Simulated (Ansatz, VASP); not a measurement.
# Ni (Ni(100)) in two plane-wave programs

Wanted: the spread between two codes on one cell, functional and k mesh. The cell is taken from a series of runs on this material, whose earlier steps may have relaxed, scaled, displaced or heated it; both programs get it as it stands.

Main program and level: Ansatz 0.2.0; plane waves, with VASP 6.6.1 beside it; single point at PBE.

## Step 1: The starting structure

The cell holds 8 atoms: 8 Ni. Its edges and angles: a = 2.489 Å, b = 2.489 Å, c = 28.320 Å, α = 90.0°, β = 90.0°, γ = 90.0°. Vacuum lies along c.

## Step 2: Ansatz: single point, PBE

Ansatz runs on its default PAW (the set named soft_2) files.

With cell and atoms fixed, the geometry can't cause a difference; cores, projectors, grids and the points listed under the comparison can.

The input, input.yaml:

```yaml
crystal:
  lattice:
    - [2.4890158698, 0.0, 0.0]
    - [0.0, 2.4890158698, 0.0]
    - [0.0, 0.0, 28.32]
  atoms:
    - { symbol: Ni, position: [0.0, 0.0, 0.2824858757], spin: 0.7 }
    - { symbol: Ni, position: [0.5, 0.5, 0.3446327684], spin: 0.7 }
    - { symbol: Ni, position: [0.0, 0.0, 0.406779661], spin: 0.7 }
    - { symbol: Ni, position: [0.5, 0.5, 0.4689265537], spin: 0.7 }
    - { symbol: Ni, position: [0.0, 0.0, 0.5310734463], spin: 0.7 }
    - { symbol: Ni, position: [0.5, 0.5, 0.593220339], spin: 0.7 }
    - { symbol: Ni, position: [0.0, 0.0, 0.6553672316], spin: 0.7 }
    - { symbol: Ni, position: [0.5, 0.5, 0.7175141243], spin: 0.7 }
magnetization:
  spin_polarized: true
hamiltonian:
  xc: pbe
kpoints:
  mp_grid: { grid: [26, 26, 1] }
scf:
  occupations: { method: methfessel_paxton, width: 0.1 }
  convergence: { dr2_threshold: 1.0e-09 }
efield:
  axis: 3
  dipole_correction: true
output:
  write_potential: true
  write_density: true
  volumetric_format: npy
```

Run with:

```console
$ ansatz run input.yaml --threads 4 --pin off --max-ram 8192MiB --backend cpu --events-out ev --progress --plain --runs-dir out
```

Numbers of over 12 decimals in the logs are rounded to 6 here.

What it wrote:

```text
Engine: ansatz 0.2.0, aarch64-unknown-linux-gnu
Pseudopotentials: kind: paw
Pseudopotential: Ni, paw, valence charge 18, recommended cutoff 420 eV (normal), Ni.paw.azcp
Functional definition: PBE
  parameter kappa = 0.804
  parameter beta = 0.066725
  exchange = pbe_x(kappa = kappa, mu = beta*pi^2/3)
  correlation = pbe_c(beta = beta)
Crystal: 8 atoms, lattice volume = 175.448 Å³
Basis set: ecut = 420 eV, 3383 PW (Γ)
Bands: 90, of which v1, the nominal top of the filled ones, is band 72 counted from 1 (71 counted from 0)
Symmetry: 8 space group operations
k-points: 105 of 676
Non-local potential: Ni, projectors of the file, l = 0: 3, l = 1: 2, l = 2: 3, l = 3: 1
PAW form: soft (Blöchl's): semilocal exchange-correlation on the pseudo side does not see the compensation charge
PAW one-centre angular grid: Ni, 590 points (default); XC on 64 Gauss nodes
Initial density: superposition of atomic densities (neutral atoms: chi_scale 0, normalization atom)
Starting moments: Σ|m| = 5.6 μB on 8 of 8 sites
Initial wavefunctions: pseudopotential atomic-orbital guess
Functional: x = pbe(κ = 0.804, μ = 0.219515), c = pbe(β = 0.066725)
SCF iter   1: F=—  HF=-46709.044366 eV  |F-HF|=—  |Δ(HF+E_count)|=         —  Δρ=4.93e-2 (↑2.34e-2 ↓4.93e-2)  dr2=8.28e0  dr2_m=1.62e0  M=6.793 μB ∫|m|=7.135 μB  β_m=1.00  ethr=3.10e-3  p=0.000 e·Å  D=3.66e-13 V/Å  ΔV_dip=-0.00 eV  dr2_dipole=2.12e-7  V_vac-E_F(+/−)=7.22/7.22 eV  ⟨swp⟩=8.0  Hψ=82784  notcnv=0  defer=555
Mixer restart at iter 1: flushing history
efield: sawtooth ramp at fractional position 0.9500 (placed from the atoms, in the widest stretch of the axis that holds none; the zero of the levels goes with the place), width 0.1000; the density the first Hamiltonian is built on has a dipole p = 0.000 e·Å; the dipole correction subtracts the counter field D = 3.66e-13 V/Å, which shifts the + side's vacuum level by -0.00 eV against the − side's; the planar-averaged density in the ramp window peaks in size at 6.7e-6 e/Å³
preconditioner: auto → LDOS  [metal: Δε(μ)=0.001 eV  Ē_g=7.599 eV  σ=0.100 eV  W_gap=0.01  n_scr=50 (ndim 8)  ℏωp=25.1 eV  f_vac=0.461  D(μ)=14.54/eV (n_scr^D=194)]
spin=Collinear: LDOS preconditioning applied to the charge; magnetization (m = ρ↑ − ρ↓) channel mixes plain (no charge-response kernel on spin).
SCF iter   2: F=—  HF=-46709.283451 eV  |F-HF|=—  |Δ(HF+E_count)|=   2.39e-1  Δρ=1.46e-2 (↑1.29e-2 ↓1.46e-2)  dr2=1.04e0  dr2_m=3.01e-2  M=6.368 μB ∫|m|=7.000 μB  β_m=0.30  ethr=3.10e-3  p=-0.000 e·Å  D=-2.89e-4 V/Å  ΔV_dip=0.01 eV  dr2_dipole=6.15e-5  V_vac-E_F(+/−)=6.22/6.21 eV  ⟨swp⟩=2.2  Hψ=30604  notcnv=0  defer=1682
density mixer auto → msr1: a metal under ldos (density of states about μ 3.66 of a free-electron gas's, 50 screened modes)
SCF iter   3: F=—  HF=-46712.036544 eV  |F-HF|=—  |Δ(HF+E_count)|=    2.75e0  Δρ=1.11e-2 (↑6.26e-3 ↓1.11e-2)  dr2=2.70e-1  dr2_m=4.61e-2  M=6.181 μB ∫|m|=6.842 μB  β_m=0.50  ethr=7.23e-4  p=-0.000 e·Å  D=-2.30e-4 V/Å  ΔV_dip=0.01 eV  dr2_dipole=3.80e-4  V_vac-E_F(+/−)=5.81/5.81 eV  ⟨swp⟩=2.2  Hψ=28765  notcnv=0  defer=1713
SCF iter   4: F=—  HF=-46715.139955 eV  |F-HF|=—  |Δ(HF+E_count)|=    3.10e0  Δρ=1.28e-2 (↑4.85e-3 ↓1.28e-2)  dr2=2.99e-1  dr2_m=5.19e-2  M=5.708 μB ∫|m|=6.438 μB  β_m=0.64  ethr=1.88e-4  p=-0.000 e·Å  D=-1.99e-4 V/Å  ΔV_dip=0.01 eV  dr2_dipole=7.70e-4  V_vac-E_F(+/−)=5.28/5.28 eV  ⟨swp⟩=2.2  Hψ=35015  notcnv=0  defer=1721
SCF iter   5: F=—  HF=-46715.950052 eV  |F-HF|=—  |Δ(HF+E_count)|=   8.10e-1  Δρ=5.43e-3 (↑3.62e-3 ↓5.43e-3)  dr2=9.33e-2  dr2_m=6.25e-3  M=5.463 μB ∫|m|=6.198 μB  β_m=0.78  ethr=1.88e-4  p=-0.000 e·Å  D=-2.41e-4 V/Å  ΔV_dip=0.01 eV  dr2_dipole=6.52e-5  V_vac-E_F(+/−)=5.11/5.10 eV  ⟨swp⟩=2.1  Hψ=31006  notcnv=0  defer=1739
SCF iter   6: F=—  HF=-46716.056703 eV  |F-HF|=—  |Δ(HF+E_count)|=   1.07e-1  Δρ=5.13e-3 (↑3.72e-3 ↓5.13e-3)  dr2=8.13e-2  dr2_m=1.60e-3  M=5.374 μB ∫|m|=6.133 μB  β_m=0.68  ethr=6.48e-5  p=-0.000 e·Å  D=-3.75e-4 V/Å  ΔV_dip=0.01 eV  dr2_dipole=1.47e-4  V_vac-E_F(+/−)=5.02/5.01 eV  ⟨swp⟩=2.3  Hψ=38590  notcnv=0  defer=1833
SCF iter   7: F=—  HF=-46716.039234 eV  |F-HF|=—  |Δ(HF+E_count)|=   1.75e-2  Δρ=2.64e-3 (↑8.81e-4 ↓2.64e-3)  dr2=1.27e-2  dr2_m=1.75e-3  M=5.338 μB ∫|m|=6.103 μB  β_m=0.60  ethr=5.65e-5  p=0.000 e·Å  D=2.41e-4 V/Å  ΔV_dip=-0.01 eV  dr2_dipole=2.84e-4  V_vac-E_F(+/−)=4.98/4.98 eV  ⟨swp⟩=2.4  Hψ=34189  notcnv=0  defer=1833
SCF iter   8: F=—  HF=-46716.037554 eV  |F-HF|=—  |Δ(HF+E_count)|=   1.68e-3  Δρ=4.46e-4 (↑4.46e-4 ↓2.51e-4)  dr2=3.70e-4  dr2_m=6.49e-5  M=5.323 μB ∫|m|=6.094 μB  β_m=0.69  ethr=8.85e-6  p=-0.000 e·Å  D=-3.89e-5 V/Å  ΔV_dip=0.00 eV  dr2_dipole=1.40e-6  V_vac-E_F(+/−)=4.92/4.92 eV  ⟨swp⟩=2.6  Hψ=30762  notcnv=0  defer=1833
[...]
SCF iter  38: F=-46716.003107 eV  HF=-46716.003107 eV  |F-HF|=5.45e-9  |Δ(HF+E_count)|=  1.02e-10  S|Δr|=    0.00e0  Δρ=7.77e-7 (↑1.35e-7 ↓7.77e-7)  dr2=4.22e-9  dr2_m=1.72e-10  M=5.354 μB ∫|m|=6.134 μB  β_m=1.00  ethr=1.00e-12  p=-0.000 e·Å  D=-5.75e-8 V/Å  ΔV_dip=0.00 eV  dr2_dipole=1.60e-9  V_vac-E_F(+/−)=4.92/4.92 eV  ⟨swp⟩=1.7  Hψ=18814  notcnv=0  κ⁻¹=6.1e-9(r=7)
SCF iter  39: F=-46716.003107 eV  HF=-46716.003107 eV  |F-HF|=1.99e-9  |Δ(HF+E_count)|=  1.96e-10  S|Δr|=    0.00e0  Δρ=6.59e-7 (↑1.52e-7 ↓6.59e-7)  dr2=1.80e-9  dr2_m=1.15e-10  M=5.354 μB ∫|m|=6.134 μB  β_m=1.00  ethr=1.00e-12  p=0.000 e·Å  D=2.97e-7 V/Å  ΔV_dip=-0.00 eV  dr2_dipole=4.20e-10  V_vac-E_F(+/−)=4.92/4.92 eV  ⟨swp⟩=1.7  Hψ=18968  notcnv=0  κ⁻¹=4.8e-9(r=8)
SCF iter  40: F=-46716.003107 eV  HF=-46716.003107 eV  |F-HF|=4.15e-10  |Δ(HF+E_count)|=  2.26e-10  S|Δr|=    0.00e0  Δρ=2.37e-7 (↑7.84e-8 ↓2.37e-7)  dr2=4.33e-10  dr2_m=1.61e-11  M=5.354 μB ∫|m|=6.134 μB  ethr=1.00e-12  p=0.000 e·Å  D=2.08e-7 V/Å  ΔV_dip=-0.00 eV  dr2_dipole=1.36e-10  V_vac-E_F(+/−)=4.92/4.92 eV  ⟨swp⟩=2.5  Hψ=46043  notcnv=0
SCF 1 converged in 40 iterations: F = -46716.003107 eV  dr2 = 4.33e-10
  greatest PAW one-centre occupation: 1.001 electrons in one spin orbital (limit 2), on the Ni atom at site 7 (counted from 0), in its partial waves of l = 1
WARN: The output density's exchange-correlation potential varies sharply where the density is thin. Do not read a vacuum level from v_tot or v_xc, or from such a field of the output density. On a cell that repeats whose density bears no net charge and no dipole along the vacuum's axis use v_es (v_loc + v_h of the components); under efield.dipole_correction with no amplitude use v_es + v_field, which holds any externa [...]
this state was not tested for a lower state beside it, because cold or Methfessel-Paxton smearing, or corrected tetrahedra, fill the levels in a way that the test cannot read (fill_not_monotonic; see scf.lower_state_search)
SCF converged after 40 iterations
an eigenvalue changed by more than its tolerance at an iteration that met the thresholds in force, so the SCF went on 2 times, its first undamped step at iteration 31: the last check found none over its tolerance
Magnetization: 5.3542 μB (74.6771 up, 69.3229 down)
Absolute magnetization: 6.1405 μB (∫|ρ↑−ρ↓|, with the PAW one-centre terms)
Spin contamination: 0.0734 ħ² per cell (⟨S²⟩ above its minimum at these occupations)
Per-site moments (μB) at R_I (Å): [(0.768317, 1.026719), (0.702390, 1.026719), (0.698501, 1.026719), (0.675581, 1.026719), (0.675582, 1.026719), (0.698502, 1.026719), (0.702388, 1.026719), (0.768317, 1.026719)]
Free energy (F): -46716.003107 eV
Harris-Foulkes:  -46716.003107 eV  (|F-HF|=4.15e-10)
Internal energy: -46716.003438 eV  (E = F + TS)
E sigma→0 (E₀):  -46716.003190 eV
Entropy (-TS):   0.000332 eV (0.041 meV/atom)
Fermi energy:    6.598920 eV
Dipole field:    D = -0.000017 V/Å  (p = -0.000016 e·Å, saw-weighted, corrected)
Work function:   Φ+ = 4.9211 eV   Φ− = 4.9207 eV
Levels:          The Fermi level and band energies are counted from a zero that moves with the ramp; work functions are not
--- Per-component energies (eV) ---
  E_band       = -3927.777945
  E_kinetic    = 2253.522508
  E_local      = -393007.058255  (includes V_loc(G=0)·N_el)
  E_nonlocal   = 5092.896453
  E_hartree    = 193407.675078
  E_xc         = -674.222561
  E_vxc        = -869.035227  (∫ρ·V_xc dr)
  E_paw        = -13044.242883  (= ΣΔE_a)
  E_vpaw       = -4213.450278  (= ΣTr[D̂ρ^β])
  E_aug_tail   = 0.004286  (compensation charges beyond the density's cutoff)
  E_efield     = 0.000000  (sawtooth field / dipole correction)
  E_vefield    = 0.000000  (∫n·V_field dr)
  E_ewald      = 159255.421935
  E_smearing   = 0.000332  (= −TS)
  E_closure    = -0.000000  (closes the sum)
  Σ components = -46716.003107   (vs F -46716.003107, Δ=0.00e0)
--- Band table (eV; the first three rows and the last of 210) ---
  k-point 0 ↑: bands = [... 68 lower, 5.6839, 5.6839, 5.8025, 5.9203, 5.9203, 5.9260, 5.9920, 6.0220, ... 14 higher]
  k-point 1 ↑: bands = [... 68 lower, 5.6487, 5.6681, 5.8284, 5.8684, 5.8706, 5.9637, 5.9668, 5.9754, ... 14 higher]
  k-point 2 ↑: bands = [... 68 lower, 5.6173, 5.6746, 5.7718, 5.8176, 5.8548, 5.9492, 5.9508, 5.9566, ... 14 higher]
  k-point 104 ↓: bands = [... 68 lower, 7.0028, 7.0028, 7.2877, 7.2877, 9.3751, 9.3751, 10.4782, 10.4782, ... 14 higher]
```

Reading the cycles: dr2 is the Hartree energy of the density residual (eV), the measure of convergence; HF is the Harris–Foulkes estimate of the energy, which meets the free energy F at convergence.

(Continued in part 2 of 2.)

[Lines on the potential files, build, host, timing and source positions are cut from VASP's logs without a mark.]

[Logs are printed without paths, hosts, clocks, repeated set-up lines and the standing remarks that a program may print on its own settings, such as how far it seeks lower states.]

[Hosts, paths, dates, database ids (printed as entryN), source tags and the programs' standing remarks are cut or masked in the printed files.]
